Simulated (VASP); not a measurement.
Wanted: the native input for a VASP 6.6.1 run.

| Quantity | Value |
| --- | --- |
| Task | band structure |
| Functional | LDA |
| Potentials or basis | VASP PAW LDA potentials, release 64 (Mo_sv, I) |
| Cutoff | 520 eV |
| k mesh | 7 × 7 × 7 |
| Occupations | fermi-dirac, width 0.05 eV |
| Spin | no spin polarisation |
| Further INCAR settings | ALGO = Fast; EDIFF = 1e-06 |

The structure of MoI lies in POSCAR:

```
MoI
1.0
    0.0000000000      3.1788513800      3.1788513800
    3.1788513800      0.0000000000      3.1788513800
    3.1788513800      3.1788513800      0.0000000000
Mo I
1 1
Direct
    0.0000000000      0.0000000000      0.0000000000
    0.7500000000      0.7500000000      0.7500000000
```

The cell was built by a generator and needn't be a form met in nature.

One way to write it, as run:

INCAR

```
PREC = Accurate
ENCUT = 520
EDIFF = 1E-6
ISMEAR = -1
SIGMA = 0.05
LREAL = F
LASPH = T
NELM = 100
ALGO = Fast
ISIF = 2
LWAVE = F
LCHARG = F
LMAXMIX = 4
```

KPOINTS

```
Automatic mesh
0
Gamma
  7 7 7
```

KPOINTS_OPT

```
path GXWKGLUWLK,UX
20
line-mode
reciprocal
 0.0000000000  0.0000000000  0.0000000000  G
 0.5000000000  0.0000000000  0.5000000000  X

 0.5000000000  0.0000000000  0.5000000000  X
 0.5000000000  0.2500000000  0.7500000000  W

 0.5000000000  0.2500000000  0.7500000000  W
 0.3750000000  0.3750000000  0.7500000000  K

 0.3750000000  0.3750000000  0.7500000000  K
 0.0000000000  0.0000000000  0.0000000000  G

 0.0000000000  0.0000000000  0.0000000000  G
 0.5000000000  0.5000000000  0.5000000000  L

 0.5000000000  0.5000000000  0.5000000000  L
 0.6250000000  0.2500000000  0.6250000000  U

 0.6250000000  0.2500000000  0.6250000000  U
 0.5000000000  0.2500000000  0.7500000000  W

 0.5000000000  0.2500000000  0.7500000000  W
 0.5000000000  0.5000000000  0.5000000000  L

 0.5000000000  0.5000000000  0.5000000000  L
 0.3750000000  0.3750000000  0.7500000000  K

 0.6250000000  0.2500000000  0.6250000000  U
 0.5000000000  0.0000000000  0.5000000000  X
```

Potentials or basis: VASP PAW LDA potentials, release 64 (Mo_sv, I).

Run with:

```sh
$ cat potpaw_LDA.64/Mo_sv/POTCAR potpaw_LDA.64/I/POTCAR > POTCAR
$ mpirun -np 1 vasp_std > vasp.out
```

It gave:

| Quantity | Value |
| --- | --- |
| Pressure | -11.5 GPa |
| Band gap along the path | none (metal or under the smearing width) |

Caveat: spin-orbit coupling is left out, which moves the levels of the heavy elements; an odd number of electrons without spin polarisation forces a metal; a magnetic or distorted state may lie lower.

Wall time 76 s on 1 thread of AMD EPYC 9R45 96-Core Processor (Zen 5) (shared host), peak memory 0.16 GiB.
